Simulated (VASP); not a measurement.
Output of a VASP run:

File OSZICAR:
```
       N       E                     dE             d eps       ncg     rms          rms(c)
DAV:   1     0.797534718293E+03    0.79753E+03   -0.35832E+04  3960   0.194E+03
DAV:   2    -0.707910745463E+01   -0.80461E+03   -0.78500E+03  3936   0.571E+02
DAV:   3    -0.756092334940E+02   -0.68530E+02   -0.66287E+02  4777   0.169E+02
DAV:   4    -0.776914349370E+02   -0.20822E+01   -0.20651E+01  4627   0.299E+01
DAV:   5    -0.777349958293E+02   -0.43561E-01   -0.43531E-01  4696   0.469E+00    0.373E+01
DAV:   6    -0.782178126066E+02   -0.48282E+00   -0.21473E+02  5053   0.101E+02    0.274E+01
DAV:   7    -0.689567632507E+02    0.92610E+01   -0.81175E+01  4465   0.627E+01    0.921E+00
DAV:   8    -0.688324337710E+02    0.12433E+00   -0.32154E+00  4234   0.960E+00    0.250E+00
DAV:   9    -0.687775009956E+02    0.54933E-01   -0.27462E-01  5100   0.333E+00    0.106E+00
DAV:  10    -0.687738861987E+02    0.36148E-02   -0.93363E-03  4640   0.727E-01    0.586E-01
DAV:  11    -0.687727956809E+02    0.10905E-02   -0.49755E-03  5044   0.395E-01    0.121E-01
DAV:  12    -0.687728161393E+02   -0.20458E-04   -0.29712E-04  4807   0.104E-01    0.646E-02
DAV:  13    -0.687728177011E+02   -0.15618E-05   -0.38615E-05  4755   0.418E-02    0.317E-02
DAV:  14    -0.687728182087E+02   -0.50757E-06   -0.37988E-06  3307   0.131E-02
   1 F= -.68772818E+02 E0= -.68774186E+02  d E =-.687728E+02  mag=     2.0252
```

### OUTCAR
```
------------------------ aborting loop because EDIFF is reached ----------------------------------------
  FORCE on cell =-STRESS in cart. coord.  units (eV):
  Direction    XX          YY          ZZ          XY          YZ          ZX
  --------------------------------------------------------------------------------------
  Total       -0.0274854     -0.0274854     -0.0274854      0.0000000     -0.0000000      0.0000000
  in kB       -0.5078951     -0.5078951     -0.5078951      0.0000000     -0.0000000      0.0000000
  external PRESSURE =      -0.5078951 kB  Pullay stress =       0.0000000 kB
  volume of cell :       86.70
      direct lattice vectors                 reciprocal lattice vectors
     4.426014850  0.000000000  0.000000000     0.225936883  0.000000000  0.000000000
     0.000000000  4.426014850  0.000000000     0.000000000  0.225936883  0.000000000
     0.000000000  0.000000000  4.426014850     0.000000000  0.000000000  0.225936883
 POSITION                                       TOTAL-FORCE (eV/Angst)
 -----------------------------------------------------------------------------------
      3.81677      2.82225      1.60377         0.007663     -0.007663      0.007663
      1.60377      3.81677      2.82225         0.007663      0.007663     -0.007663
      0.60924      0.60924      0.60924        -0.007663     -0.007663     -0.007663
      2.82225      1.60377      3.81677        -0.007663      0.007663      0.007663
      0.68358      1.52943      2.89659         0.003320     -0.003320      0.003320
      2.89659      0.68358      1.52943         0.003320      0.003320     -0.003320
      3.74244      3.74244      3.74244        -0.003320     -0.003320     -0.003320
      1.52943      2.89659      0.68358        -0.003320      0.003320      0.003320
 -----------------------------------------------------------------------------------
    total drift:                                0.000001      0.000000      0.000000
  FREE ENERGIE OF THE ION-ELECTRON SYSTEM (eV)
  ---------------------------------------------------
  free  energy   TOTEN  =       -68.7728182087 eV

  energy  without entropy=      -68.7769210507  energy(sigma->0) =      -68.77418582

 total charge

# of ion       s       p       d       tot
------------------------------------------
    1        0.356   6.424   5.390  12.170
    2        0.356   6.424   5.390  12.170
    3        0.356   6.424   5.390  12.170
    4        0.356   6.424   5.390  12.170
    5        0.752   0.951   0.000   1.702
    6        0.752   0.951   0.000   1.702
    7        0.752   0.951   0.000   1.702
    8        0.752   0.951   0.000   1.702
--------------------------------------------------
tot          4.431  29.500  21.558  55.489

 magnetization (x)

# of ion       s       p       d       tot
------------------------------------------
    1       -0.000   0.002   0.519   0.521
    2       -0.000   0.002   0.519   0.521
    3       -0.000   0.002   0.519   0.521
    4       -0.000   0.002   0.519   0.521
    5       -0.005  -0.013   0.000  -0.018
    6       -0.005  -0.013   0.000  -0.018
    7       -0.005  -0.013   0.000  -0.018
    8       -0.005  -0.013   0.000  -0.018
--------------------------------------------------
tot         -0.021  -0.046   2.076   2.009

 reached required accuracy - stopping structural energy minimisation
```
(Selected blocks of OUTCAR.)

File POSCAR:
```
MnSi
1
    4.4260148505     0.0000000000    -0.0000000000
    0.0000000000     4.4260148505     0.0000000000
    0.0000000000     0.0000000000     4.4260148505
Mn Si
4 4
Direct
  0.8623497950   0.6376502050   0.3623497950
  0.3623497950   0.8623497950   0.6376502050
  0.1376502050   0.1376502050   0.1376502050
  0.6376502050   0.3623497950   0.8623497950
  0.1544454627   0.3455545373   0.6544454627
  0.6544454627   0.1544454627   0.3455545373
  0.8455545373   0.8455545373   0.8455545373
  0.3455545373   0.6544454627   0.1544454627
```

Question: Write an INCAR and KPOINTS that could have produced this output.

Answer: Several could match; the one computed here: the input of the run itself, LDA (Ceperley-Alder, Perdew-Zunger), plane waves, VASP's LDA PAW potentials (set 64).

KPOINTS:
```
K-points
0
Gamma
 7 7 7
0 0 0
```

**INCAR**
```
ALGO=Normal
EDIFF=1E-6
EDIFFG=-0.02
ENCUT=500
IBRION=2
ISIF=3
ISMEAR=1
ISPIN=2
LASPH=T
LCHARG=F
LMAXMIX=4
LORBIT=10
LREAL=F
LWAVE=F
MAGMOM=0.6 0.6 0.6 0.6 -0.0 -0.0 -0.0 -0.0
NELM=100
NSW=40
PREC=Accurate
SIGMA=0.1
SYSTEM=MnSi
```

POTCAR, in this order: Mn_pv Si (LDA.64 set). Program: vasp_std.

The moments were started parallel, and other spin orders were not tried in this run.

The compound is MnSi in the B20 structure. It was relaxed first, which changed the volume by -9 %.
